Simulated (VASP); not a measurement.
The system is OCH4, in a box.

```xyz
6
Lattice="12.7723 0.0000 0.0000 0.0000 13.2723 0.0000 0.0000 0.0000 13.7723" Properties=species:S:1:pos:R:3 pbc="T T T"
O     7.4265    6.5796    6.6117
C     6.0145    6.6173    6.8301
H     7.8613    7.0988    7.3091
H     5.7278    6.1672    7.7976
H     5.5615    6.0228    6.0263
H     5.6086    7.6435    6.7734
```

Base run:

* Program: VASP 6.6.1
* Functional: rev-vdW-DF2
* Potentials or basis: VASP PAW PBE potentials, release 64 (O, C, H)
* Cutoff: 400 eV
* k mesh: 1 × 1 × 1
* Occupations: gaussian, width 0.01 eV
* Spin: no spin polarisation

Its results: gap between the frontier levels 5.42 eV; largest force 0.078 eV/Å.

Q: After a change of settings the same cell gave: gap between the frontier levels 5.66 eV; largest force 0.659 eV/Å. Which change was it?
A. functional from rev-vdW-DF2 to RPBE
B. functional from rev-vdW-DF2 to optB86b-vdW
C. functional from rev-vdW-DF2 to RPBE; dispersion from none to D3(BJ)
D. functional from rev-vdW-DF2 to LDA; potentials or basis from VASP PAW PBE potentials, release 64 (O, C, H) to VASP PAW LDA potentials, release 64 (O, C, H)

A: D.

Caveats: the PAW data sets were made with another functional, which shifts forces and pressure a little (some runs).

Not every run made on this cell is shown here.
